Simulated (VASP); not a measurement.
Level of theory: r2SCAN meta-GGA, VASP's PBE PAW potentials (set 64) (plane waves; VASP).

VASP input:

File KPOINTS:
```
Automatic mesh
0
Gamma
7 7 7
0 0 0
```

File POSCAR:
```
TiTe
1
    0.0000000000     2.9386780000     2.9386780000
    2.9386780000     0.0000000000     2.9386780000
    2.9386780000     2.9386780000     0.0000000000
Te Ti
1 1
Direct
  0.0000000000   0.0000000000   0.0000000000
  0.5000000000   0.5000000000   0.5000000000
```

INCAR:
```
IBRION=2   # conjugate gradients
SIGMA=0.05
LCHARG=.FALSE.
LWAVE=.FALSE.
LMAXMIX=4
LREAL=.FALSE.
ENCUT=400   # plane-wave cut-off (eV)
EDIFFG=-0.01   # ionic stop
LASPH=.TRUE.   # aspherical one-centre terms
LMIXTAU=.TRUE.
ALGO=Normal
EDIFF=1E-6   # SCF stop (eV)
ISIF=3   # ions, shape and volume
NSW=60   # most ionic steps
METAGGA=R2SCAN
PREC=Accurate
ISMEAR=0   # Gaussian
SYSTEM=TiTe
NELM=100
```

POTCAR, in this order: Te Ti_sv (PBE.64 set). Program: vasp_std.

What will the output report for the number of irreducible k-points (NKPTS), number of bands (NBANDS), largest plane-wave count, number of space-group operations, FFT grid (NGX, NGY, NGZ)?

number of irreducible k-points (NKPTS): 20
number of bands (NBANDS): 13
largest plane-wave count: 941
number of space-group operations: 48
FFT grid (NGX, NGY, NGZ): 28 × 28 × 28

The structure was generated: TiTe was put into the rocksalt type (Fm-3m), which need not be its known phase. This run relaxes it. Symmetry was kept, so distortions that lower it aren't found. VASP warned that the highest band is occupied, so more bands are needed.
